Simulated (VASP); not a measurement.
# Bi (R-3m) in VASP: further runs, part 2 of 2

VASP 6.6.1.

## (3) Relaxation of cell and atoms, PBE

This run uses another cell than the first one, of 36.86 Å³/atom, 1.051 times its volume.

The input, INCAR:

```
PREC = Accurate
ENCUT = 600
EDIFF = 1E-7
ISMEAR = 1
SIGMA = 0.1
LREAL = False
LASPH = True
NELM = 80
ALGO = Normal
ISIF = 3
LWAVE = False
LCHARG = False
GGA = PE
IBRION = 2
NSW = 90
EDIFFG = -0.005
```

The input, KPOINTS:

```
Automatic mesh
0
Gamma
  12 12 10
```

The input, POSCAR:

```
Bi                                      
1.0
    2.2901127758      1.3221972324      4.0581027666
   -2.2901127758      1.3221972324      4.0581027666
    0.0000000000     -2.6443944543      4.0581027665
  Bi            
     2
Direct
     0.2336883141781236    0.2336883141781236    0.2336883141781045
     0.7663116858218763    0.7663116858218763    0.7663116858218956
```

Potentials or basis: VASP PAW PBE potentials, release 64 (Bi_d).

Launch:

```bash
cat potpaw_PBE.64/Bi_d/POTCAR > POTCAR
mpirun -np 1 vasp_std > vasp.out
```

OUTCAR:

```text
PREC = Accurate
   ENCUT = 600
   EDIFF = 1E-7
   ISMEAR = 1
   LREAL = False
   LASPH = True
   NELM = 80
   ISIF = 3
   GGA = PE
   IBRION = 2
   NSW = 90
   EDIFFG = -0.005

 ion  position               nearest neighbor table
   1  0.234  0.234  0.234-   2 3.11   2 3.11   2 3.11   2 3.59   2 3.59   2 3.59
   2  0.766  0.766  0.766-   1 3.11   1 3.11   1 3.11   1 3.59   1 3.59   1 3.59

  LATTYP: Found a trigonal (rhomboedric) cell.
 ALAT       =     4.8436577203
 COS(alpha) =     0.5529080568

  Lattice vectors:

 A1 = (   2.2901127758,   1.3221972324,   4.0581027666)
 A2 = (  -2.2901127758,   1.3221972324,   4.0581027666)
 A3 = (   0.0000000000,  -2.6443944543,   4.0581027665)

Analysis of symmetry for initial positions (statically):
=====================================================================
 Subroutine PRICEL returns:
 Original cell was already a primitive cell.

 Routine SETGRP: Setting up the symmetry group for a
 trigonal (rhombohedral) supercell.

 Subroutine GETGRP returns: Found 12 space group operations
[... 232 lines left out ...]
  free energy    TOTEN  =        -7.77168542 eV

  energy without entropy =       -7.77156716  energy(sigma->0) =       -7.77164600

 E-fermi :   5.8376     XC(G=0):  -9.3105

 val. band max:        5.8167977083   @ k =   0.0833   0.0833   0.4000
 cond. band min:       5.8435167787   @ k =   0.4167   0.2500   0.3000
 fundamental gap:      0.0267190705
 Fermi energy:         5.8375840813

 k-point     1 :       0.0000    0.0000    0.0000
  band No.  band energies     occupation
      1     -17.0410      2.00000
      2     -17.0410      2.00000
      3     -16.9084      2.00000
      4     -16.9084      2.00000
      5     -16.8957      2.00000
      6     -16.7486      2.00000
[... 505 lines left out ...]
      6     -16.8183      2.00000
[... 11 lines left out ...]
     18       8.9371      0.00000
     19      12.4631      0.00000

 [... further k-points ...]

------------------------ aborting loop because EDIFF is reached ----------------------------------------

  FORCE on cell =-STRESS in cart. coord.  units (eV):
  Direction    XX          YY          ZZ          XY          YZ          ZX
  --------------------------------------------------------------------------------------
  -------------------------------------------------------------------------------------
  Total       -0.0047980     -0.0047980      0.0083797      0.0000000      0.0000000      0.0000000
  in kB       -0.1042160     -0.1042160      0.1820145      0.0000000      0.0000000      0.0000000
  external PRESSURE =      -0.0088059 kB  Pullay stress =       0.0000000 kB

 VOLUME and BASIS-vectors are now :
 -----------------------------------------------------------------------------
  energy-cutoff  :      600.00
  volume of cell :       73.76
      direct lattice vectors                 reciprocal lattice vectors
     2.290179532  1.322235774  4.059800666     0.218323495  0.126049129  0.082105837
    -2.290179532  1.322235774  4.059800666    -0.218323495  0.126049129  0.082105837
     0.000000000 -2.644471537  4.059800666     0.000000000 -0.252098257  0.082105838

 POSITION                                       TOTAL-FORCE (eV/Angst)
 -----------------------------------------------------------------------------------
      0.00000      0.00000      2.84611        -0.000000     -0.000000     -0.003086
      0.00000      0.00000      9.33329         0.000000      0.000000      0.003086
 -----------------------------------------------------------------------------------
    total drift:                               -0.000000      0.000000     -0.000000

  FREE ENERGIE OF THE ION-ELECTRON SYSTEM (eV)
  ---------------------------------------------------
  free  energy   TOTEN  =        -7.7716854168 eV

  energy  without entropy=       -7.7715671602  energy(sigma->0) =       -7.77164600

 reached required accuracy - stopping structural energy minimisation
```

OSZICAR:

```text
N       E                     dE             d eps       ncg     rms          rms(c)
DAV:   1     0.304666208097E+03    0.30467E+03   -0.17852E+04 14858   0.205E+03
DAV:   2     0.173255388441E+02   -0.28734E+03   -0.28288E+03 14906   0.475E+02
DAV:   3    -0.686869167644E+01   -0.24194E+02   -0.23752E+02 17368   0.160E+02
DAV:   4    -0.772712957390E+01   -0.85844E+00   -0.85575E+00 16274   0.323E+01
[... 11 lines left out ...]
DAV:   2    -0.777170766804E+01    0.77461E-04   -0.17903E-04 16250   0.222E-01    0.237E-02
DAV:   3    -0.777168738427E+01    0.20284E-04   -0.77213E-05 19467   0.137E-01    0.469E-03
DAV:   4    -0.777168579922E+01    0.15851E-05   -0.62613E-06 16270   0.287E-02    0.154E-03
DAV:   5    -0.777168542694E+01    0.37228E-06   -0.62320E-07 15611   0.120E-02    0.828E-04
DAV:   6    -0.777168541675E+01    0.10188E-07   -0.75597E-08  7552   0.547E-03
   2 F= -.77716854E+01 E0= -.77716460E+01  d E =-.602548E-05
```

Run time: 7.7 min. Hardware: 1 thread of Intel Xeon Platinum 8488C (Sapphire Rapids), shared host; peak memory 0.67 GiB.

Results:

| Quantity | Value |
| --- | --- |
| Free energy | -7.7717 eV |
| Relaxed volume | 36.88 Å³/atom |
| Relaxed cell | a = 4.845 Å, b = 4.845 Å, c = 4.845 Å, α = 56.42°, β = 56.42°, γ = 56.42° |
| Space group after relaxing (to 0.05 Å) | R-3m (No. 166) |
| Energy gained by relaxing | 0.0 meV/atom |
| Ionic steps | 2 |
| Pressure after relaxing | 0.0 GPa |
| Largest force after relaxing | 0.003 eV/Å |
| Band gap on the k mesh | none (metal or under the smearing width) |

Forces on the atoms (eV/Å):
```
Bi   0.000  0.000 -0.003
Bi   0.000  0.000  0.003
```

Final structure:
```
CELL_PARAMETERS angstrom
2.29018 1.32224 4.05980
-2.29018 1.32224 4.05980
0.00000 -2.64447 4.05980
ATOMIC_POSITIONS crystal
Bi 0.23368 0.23368 0.23368
Bi 0.76632 0.76632 0.76632
```

Levels at points of the mesh, in eV from the Fermi level:
| k point | band 11 | band 12 | band 13 | band 14 | band 15 | band 16 | band 17 | band 18 | band 19 |
| --- | --- | --- | --- | --- | --- | --- | --- | --- | --- |
| (0.00, 0.00, 0.00) | -12.83 | -7.67 | -1.51 | -1.11 | -1.11 | 2.38 | 2.83 | 2.83 | 5.59 |
| (0.50, 0.00, 0.00) | -11.04 | -10.40 | -1.41 | -1.16 | -0.33 | -0.23 | 0.50 | 1.06 | 7.27 |
| (0.50, 0.50, 0.00) | -11.15 | -9.48 | -4.44 | -2.90 | -2.70 | 2.40 | 4.64 | 5.24 | 6.31 |
| (0.50, 0.50, 0.50) | -11.75 | -9.82 | -0.89 | -0.55 | -0.55 | 0.73 | 0.77 | 0.77 | 6.79 |

Caveat: spin-orbit coupling is left out, which moves the levels of the heavy elements.
